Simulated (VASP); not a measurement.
Method: revTPSS meta-GGA, VASP's PBE PAW potentials (set 64) (plane waves; VASP 6.6.1).

A VASP calculation is set up with these files.

### KPOINTS
```
Automatic mesh
0
Gamma
7 7 4
0 0 0
```

### INCAR
```
SIGMA  =  0.05   # width (eV)
SYSTEM  =  PtS2
ISMEAR  =  0
EDIFF  =  1E-7   # SCF stop (eV)
ALGO  =  Normal   # blocked Davidson
PREC  =  Accurate
IBRION  =  2   # conjugate gradients
LCHARG  =  .FALSE.
NELM  =  100   # most electronic steps
EDIFFG  =  -0.01
LREAL  =  .FALSE.   # projection in real space or not
ENCUT  =  520   # plane-wave cut-off (eV)
LASPH  =  .TRUE.   # aspherical one-centre terms
ISIF  =  4   # ions and shape, fixed volume
LWAVE  =  .FALSE.
LMAXMIX  =  6   # l cut-off of mixed one-centre charges
LMIXTAU  =  .TRUE.
NSW  =  30
METAGGA  =  RTPSS
```

POSCAR:
```
PtS2
1.0
  1.7327228204  -3.0011640291   0.0000000000
  1.7327228204   3.0011640291   0.0000000000
  0.0000000000   0.0000000000   5.7536183946
Pt S
1 2
Direct
  0.0000000000   0.0000000000   0.0000000000
  0.3333330000   0.6666670000   0.2104176018
  0.6666670000   0.3333330000   0.7895823982
```

POTCAR, in this order: Pt S (PBE.64 set). Program: vasp_std.

The resulting files:

**OUTCAR**
```
 ion  position               nearest neighbor table
   1  0.000  0.000  0.000-   2 2.34   3 2.34   3 2.34   2 2.34   3 2.34   2 2.34
   2  0.333  0.667  0.210-   1 2.34   1 2.34   1 2.34
   3  0.667  0.333  0.790-   1 2.34   1 2.34   1 2.34
  LATTYP: Found a hexagonal cell.
 ALAT       =     3.4654457003
 C/A-ratio  =     1.6602823683
 Subroutine PRICEL returns:
 Original cell was already a primitive cell.
 Subroutine GETGRP returns: Found 12 space group operations
The static configuration has the point symmetry D_3d.
The dynamic configuration has the point symmetry D_3d.
 Subroutine INISYM returns: Found 12 space group operations
 Subroutine IBZKPT returns following result:
 Found     28 irreducible k-points:

 Following reciprocal coordinates:
            Coordinates               Weight
  0.000000  0.000000  0.000000      1.000000
  0.142857 -0.000000  0.000000      6.000000
  0.285714 -0.000000  0.000000      6.000000
  0.428571 -0.000000  0.000000      6.000000
  0.142857  0.142857  0.000000      6.000000
  0.285714  0.142857  0.000000     12.000000
  0.428571  0.142857  0.000000      6.000000
...
```

**OSZICAR**
```
       N       E                     dE             d eps       ncg     rms          rms(c)
DAV:   1     0.164362107634E+03    0.16436E+03   -0.10633E+04   848   0.133E+03
DAV:   2     0.314037049186E+02   -0.13296E+03   -0.12959E+03  1085   0.263E+02
DAV:   3     0.253688836824E+02   -0.60348E+01   -0.60109E+01  1099   0.652E+01
DAV:   4     0.252967206548E+02   -0.72163E-01   -0.72141E-01  1099   0.764E+00
DAV:   5     0.252953478922E+02   -0.13728E-02   -0.13726E-02  1148   0.100E+00    0.222E+01
DAV:   6     0.246243346712E+02   -0.67101E+00   -0.21785E+01   896   0.558E+01    0.135E+01
DAV:   7     0.234421500347E+02   -0.11822E+01   -0.26343E+00  1029   0.189E+01    0.476E+00
DAV:   8     0.234527761745E+02    0.10626E-01   -0.13682E-01  1078   0.338E+00    0.157E+00
DAV:   9     0.234546060491E+02    0.18299E-02   -0.48033E-02  1036   0.204E+00    0.551E-01
DAV:  10     0.234376168823E+02   -0.16989E-01   -0.39051E-03   959   0.789E-01    0.443E-01
DAV:  11     0.234653090611E+02    0.27692E-01   -0.89016E-03   868   0.117E+00    0.196E-01
DAV:  12     0.234351812388E+02   -0.30128E-01   -0.80846E-03   868   0.115E+00    0.471E-02
DAV:  13     0.234349785076E+02   -0.20273E-03   -0.25669E-04  1183   0.163E-01    0.319E-02
DAV:  14     0.234348745589E+02   -0.10395E-03   -0.11083E-04   896   0.131E-01    0.118E-02
DAV:  15     0.234348463694E+02   -0.28189E-04   -0.30600E-05  1113   0.656E-02    0.107E-02
DAV:  16     0.234348499287E+02    0.35593E-05   -0.94398E-06  1036   0.400E-02    0.583E-03
DAV:  17     0.234348437971E+02   -0.61315E-05   -0.16574E-06  1064   0.167E-02    0.396E-03
DAV:  18     0.234348416231E+02   -0.21741E-05   -0.10211E-06  1022   0.935E-03    0.137E-03
DAV:  19     0.234348416178E+02   -0.52205E-08   -0.25067E-07   923   0.503E-03
   1 F= 0.23434842E+02 E0= 0.23434842E+02  d E =0.234348E+02
       N       E                     dE             d eps       ncg     rms          rms(c)
DAV:   1     0.233901878289E+02   -0.44654E-01   -0.75150E+00   840   0.171E+01    0.217E+00
DAV:   2     0.233651499748E+02   -0.25038E-01   -0.36158E-01  1064   0.472E+00    0.965E-01
DAV:   3     0.233642807195E+02   -0.86926E-03   -0.16060E-02  1120   0.108E+00    0.596E-01
DAV:   4     0.233651386507E+02    0.85793E-03   -0.64958E-03  1078   0.577E-01    0.169E-01
DAV:   5     0.233648885570E+02   -0.25009E-03   -0.12322E-03   931   0.313E-01    0.952E-02
DAV:   6     0.233646883802E+02   -0.20018E-03   -0.37701E-04   987   0.183E-01    0.529E-02
DAV:   7     0.233646494756E+02   -0.38905E-04   -0.95191E-05   987   0.107E-01    0.141E-02
DAV:   8     0.233646089763E+02   -0.40499E-04   -0.30929E-05   959   0.556E-02    0.107E-02
DAV:   9     0.233646053134E+02   -0.36629E-05   -0.66699E-06  1155   0.275E-02    0.300E-03
DAV:  10     0.233646020076E+02   -0.33058E-05   -0.10209E-06  1029   0.957E-03    0.165E-03
DAV:  11     0.233646017685E+02   -0.23907E-06   -0.51759E-07  1050   0.632E-03    0.564E-04
DAV:  12     0.233646016210E+02   -0.14748E-06   -0.51910E-08   819   0.236E-03    0.765E-04
DAV:  13     0.233646016370E+02    0.15981E-07   -0.27319E-09   532   0.435E-04
   2 F= 0.23364602E+02 E0= 0.23364602E+02  d E =-.702400E-01
       N       E                     dE             d eps       ncg     rms          rms(c)
DAV:   1     0.233698270945E+02    0.52255E-02   -0.51691E+00   840   0.142E+01    0.174E+00
DAV:   2     0.233493287321E+02   -0.20498E-01   -0.24283E-01  1064   0.387E+00    0.751E-01
DAV:   3     0.233497376097E+02    0.40888E-03   -0.10033E-02  1135   0.846E-01    0.456E-01
DAV:   4     0.233504131444E+02    0.67553E-03   -0.45626E-03  1029   0.482E-01    0.131E-01
DAV:   5     0.233502146969E+02   -0.19845E-03   -0.87792E-04   910   0.255E-01    0.756E-02
DAV:   6     0.233500955940E+02   -0.11910E-03   -0.23028E-04   973   0.141E-01    0.448E-02
DAV:   7     0.233500774247E+02   -0.18169E-04   -0.60295E-05   966   0.840E-02    0.120E-02
DAV:   8     0.233500493027E+02   -0.28122E-04   -0.21761E-05   945   0.461E-02    0.900E-03
DAV:   9     0.233500468730E+02   -0.24296E-05   -0.42632E-06  1120   0.220E-02    0.232E-03
DAV:  10     0.233500447976E+02   -0.20755E-05   -0.63957E-07  1043   0.745E-03    0.138E-03
DAV:  11     0.233500446329E+02   -0.16468E-06   -0.24081E-07  1012   0.440E-03    0.405E-04
DAV:  12     0.233500445356E+02   -0.97292E-07   -0.34397E-08   826   0.178E-03
   3 F= 0.23350045E+02 E0= 0.23350045E+02  d E =-.847971E-01
       N       E                     dE             d eps       ncg     rms          rms(c)
DAV:   1     0.233501001054E+02    0.55473E-04   -0.55356E-02   840   0.148E+00    0.202E-01
DAV:   2     0.233498212290E+02   -0.27888E-03   -0.25301E-03  1050   0.397E-01    0.803E-02
DAV:   3     0.233498259577E+02    0.47287E-05   -0.92984E-05  1158   0.813E-02    0.443E-02
DAV:   4     0.233498357392E+02    0.97816E-05   -0.64619E-05  1043   0.560E-02    0.122E-02
DAV:   5     0.233498321373E+02   -0.36020E-05   -0.12256E-05   931   0.280E-02    0.709E-03
DAV:   6     0.233498317382E+02   -0.39901E-06   -0.22739E-06   952   0.135E-02    0.456E-03
DAV:   7     0.233498312682E+02   -0.47006E-06   -0.74743E-07   966   0.921E-03    0.107E-03
DAV:   8     0.233498311389E+02   -0.12928E-06   -0.27771E-07   811   0.524E-03    0.850E-04
DAV:   9     0.233498310480E+02   -0.90937E-07   -0.47238E-08   756   0.222E-03
   4 F= 0.23349831E+02 E0= 0.23349831E+02  d E =-.850106E-01
       N       E                     dE             d eps       ncg     rms          rms(c)
DAV:   1     0.233292312855E+02   -0.20600E-01   -0.78345E-01   847   0.647E+00    0.813E-01
DAV:   2     0.233433164168E+02    0.14085E-01   -0.41378E-02   973   0.181E+00    0.399E-01
DAV:   3     0.233439022107E+02    0.58579E-03   -0.66651E-03  1050   0.722E-01    0.189E-01
DAV:   4     0.233444855231E+02    0.58331E-03   -0.19546E-03  1036   0.342E-01    0.825E-02
DAV:   5     0.233443867696E+02   -0.98754E-04   -0.23229E-04   987   0.147E-01    0.370E-02
DAV:   6     0.233443906833E+02    0.39137E-05   -0.10650E-04  1022   0.998E-02    0.183E-02
DAV:   7     0.233443643940E+02   -0.26289E-04   -0.32608E-05   966   0.652E-02    0.834E-03
DAV:   8     0.233443502234E+02   -0.14171E-04   -0.61522E-06  1071   0.270E-02    0.383E-03
DAV:   9     0.233443487538E+02   -0.14696E-05   -0.13901E-06  1050   0.117E-02    0.197E-03
DAV:  10     0.233443484186E+02   -0.33517E-06   -0.34317E-07  1092   0.575E-03    0.106E-03
DAV:  11     0.233443482237E+02   -0.19488E-06   -0.22287E-07  1012   0.407E-03    0.228E-04
DAV:  12     0.233443482422E+02    0.18487E-07   -0.27915E-08   749   0.175E-03
   5 F= 0.23344348E+02 E0= 0.23344348E+02  d E =-.548281E-02
       N       E                     dE             d eps       ncg     rms          rms(c)
DAV:   1     0.233286501111E+02   -0.15698E-01   -0.72339E-01   847   0.622E+00    0.784E-01
DAV:   2     0.233416674719E+02    0.13017E-01   -0.38163E-02   987   0.173E+00    0.383E-01
DAV:   3     0.233422161606E+02    0.54869E-03   -0.62199E-03  1043   0.696E-01    0.181E-01
DAV:   4     0.233427533661E+02    0.53721E-03   -0.18138E-03  1036   0.330E-01    0.792E-02
DAV:   5     0.233426611261E+02   -0.92240E-04   -0.21465E-04   980   0.142E-01    0.359E-02
DAV:   6     0.233426646674E+02    0.35413E-05   -0.96414E-05  1001   0.943E-02    0.173E-02
DAV:   7     0.233426421095E+02   -0.22558E-04   -0.29438E-05   980   0.619E-02    0.808E-03
DAV:   8     0.233426289035E+02   -0.13206E-04   -0.58952E-06  1057   0.265E-02    0.365E-03
DAV:   9     0.233426274484E+02   -0.14551E-05   -0.12974E-06  1057   0.113E-02    0.186E-03
DAV:  10     0.233426272026E+02   -0.24579E-06   -0.28635E-07  1062   0.527E-03    0.986E-04
DAV:  11     0.233426270228E+02   -0.17984E-06   -0.19606E-07   980   0.386E-03    0.223E-04
DAV:  12     0.233426270440E+02    0.21263E-07   -0.28179E-08   763   0.174E-03
   6 F= 0.23342627E+02 E0= 0.23342627E+02  d E =-.720400E-02
```

File OUTCAR:
```
------------------------ aborting loop because EDIFF is reached ----------------------------------------
  FORCE on cell =-STRESS in cart. coord.  units (eV):
  Direction    XX          YY          ZZ          XY          YZ          ZX
  --------------------------------------------------------------------------------------
  Total        0.1569287      0.1569287      0.1507075      0.0000000      0.0000000      0.0000000
  in kB        4.2016818      4.2016820      4.0351110      0.0000000      0.0000000      0.0000000
  external PRESSURE =       4.1461583 kB  Pullay stress =       0.0000000 kB
  volume of cell :       59.84
      direct lattice vectors                 reciprocal lattice vectors
     1.769628836 -3.065087144  0.000000000     0.282545125 -0.163127499 -0.000000000
     1.769628836  3.065087144 -0.000000000     0.282545125  0.163127499 -0.000000000
     0.000000000 -0.000000000  5.516134778     0.000000000  0.000000000  0.181286361
 POSITION                                       TOTAL-FORCE (eV/Angst)
 -----------------------------------------------------------------------------------
      0.00000     -0.00000      0.00000         0.000000     -0.000000      0.000000
      1.76963      1.02170      1.23274        -0.000000     -0.000000      0.009477
      1.76963     -1.02170      4.28340        -0.000000      0.000000     -0.009477
 -----------------------------------------------------------------------------------
    total drift:                               -0.000000      0.000000      0.000000
  FREE ENERGIE OF THE ION-ELECTRON SYSTEM (eV)
  ---------------------------------------------------
  free  energy   TOTEN  =        23.3426270440 eV

  energy  without entropy=       23.3426270440  energy(sigma->0) =       23.34262704

 reached required accuracy - stopping structural energy minimisation
```
(Selected blocks of OUTCAR.)

**CONTCAR**
```
PtS2
   1.00000000000000
     1.7696288360015076   -3.0650871437308247    0.0000000000000000
     1.7696288360015076    3.0650871437308247   -0.0000000000000000
     0.0000000000000000   -0.0000000000000000    5.5161347777900422
  Pt              S
     1     2
Direct
     0.0000000000000000    0.0000000000000000    0.0000000000000000
     0.3333330000000032    0.6666669999999968    0.2234781919227900
     0.6666669999999968    0.3333330000000032    0.7765218080772099
```

**OUTCAR**
```
 val. band max:        5.2240226389   @ k =  -0.0000   0.1429   0.2500

 cond. band min:       6.3860992132   @ k =  -0.0000   0.2857   0.2500


 Fermi energy:         5.4439674352

 k-point     1 :       0.0000    0.0000    0.0000
  band No.  band energies     occupation
      1      -9.6811      2.00000
      2      -7.1675      2.00000
      3      -1.1218      2.00000
      4      -0.8685      2.00000
      5      -0.8684      2.00000
      6       1.7646      2.00000
      7       1.7646      2.00000
      8       3.5710      2.00000
      9       4.5739      2.00000
     10       4.5740      2.00000
     11       5.0962      2.00000
     12       7.9609      0.00000
     13       7.9609      0.00000
     14      10.6232      0.00000
     15      11.0043      0.00000

 k-point     2 :       0.1429   -0.0000    0.0000
  band No.  band energies     occupation
      1      -9.4248      2.00000
      2      -7.2436      2.00000
      3      -0.8844      2.00000
      4      -0.7601      2.00000
      5      -0.7061      2.00000
      6       1.3670      2.00000
      7       1.5883      2.00000
      8       3.0358      2.00000
      9       4.4304      2.00000
     10       4.5934      2.00000
     11       5.1740      2.00000
     12       7.1437      0.00000
     13       7.7636      0.00000
     14      11.6341      0.00000
     15      11.9623      0.00000

 k-point     3 :       0.2857   -0.0000    0.0000
  band No.  band energies     occupation
      1      -8.7540      2.00000
      2      -7.4171      2.00000
      3      -0.7714      2.00000
      4      -0.3853      2.00000
      5      -0.0375      2.00000
      6       0.3048      2.00000
      7       1.4938      2.00000
      8       2.5234      2.00000
      9       3.8969      2.00000
     10       4.1291      2.00000
     11       4.4380      2.00000
     12       7.0758      0.00000
     13       7.7750      0.00000
     14      11.1325      0.00000
     15      13.0733      0.00000
...
```

Without a dispersion term in the relaxation, distances and binding between the weakly bound layers, chains or molecules are unreliable, and so is what depends on them. Unless said otherwise, spin-orbit coupling is left out, though it shifts the bands of the heavy elements here.

The compound is PtS2 in the 1T layered structure. This cell is one point of a volume scan, at 0.94 of the reference volume. Symmetry was kept, so distortions that lower it aren't found.
